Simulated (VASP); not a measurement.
Consider the following.

```
CELL_PARAMETERS angstrom
      4.18030     0.00000     0.00000
      0.00000     4.18030     0.00000
      0.00000     0.00000     4.18030
ATOMIC_POSITIONS crystal
  Ba 0.00000 0.00000 0.00000
  Hf 0.50000 0.50000 0.50000
  O  0.50000 0.00000 0.50000
  O  0.00000 0.50000 0.50000
  O  0.50000 0.50000 0.00000
```

The numbers are results of revTPSS meta-GGA, VASP's PBE PAW potentials (set 64) (plane waves; VASP 6.6.1), not measurements. Numerical set-up: 520 eV cut-off, 5×5×5 Γ-centred mesh, Gaussian smearing of 0.050 eV, potentials Ba_sv Hf_pv O.

**Question.** Give the energy at these volumes per atom, relative to the lowest: 13.72, 14.16, 14.60, 15.03, 15.47 Å³.

**Answer.** 31.8, 7.7, 0.0, 6.1, 24.0 meV/atom. A third-order Birch-Murnaghan fit gives B0 = 168 GPa and B0′ = 4.5.

Measured: a 4.171 Å (computed value off by +0.2 %), as given by Zhao et al., (2008), arXiv:0809.3506. The calculation is for a static lattice, while the measured a holds thermal and zero-point effects, which are part of the difference.

The compound is BaHfO3 in the cubic perovskite structure. It was relaxed first.
